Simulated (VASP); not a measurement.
Shape and ions are relaxed at each volume.

Energy against volume of MgH$_{2}$ (rutile). Calculation: revPBE GGA, VASP's PBE PAW potentials (set 64) (plane waves; VASP).

| V (Å³/atom) | E (eV/atom) |
|---|---|
| 9.771 | -2.89448 |
| 10.082 | -2.89984 |
| 10.394 | -2.90199 |
| 10.706 | -2.90138 |
| 11.018 | -2.89833 |

Q: Fit a third-order Birch-Murnaghan equation of state.

A: 
The volume per atom is 10.47 Å^3/atom and the bulk modulus is 46.2 GPa. The pressure derivative of the bulk modulus is 3.66.

The compound is MgH2 in the rutile structure. It was relaxed first.
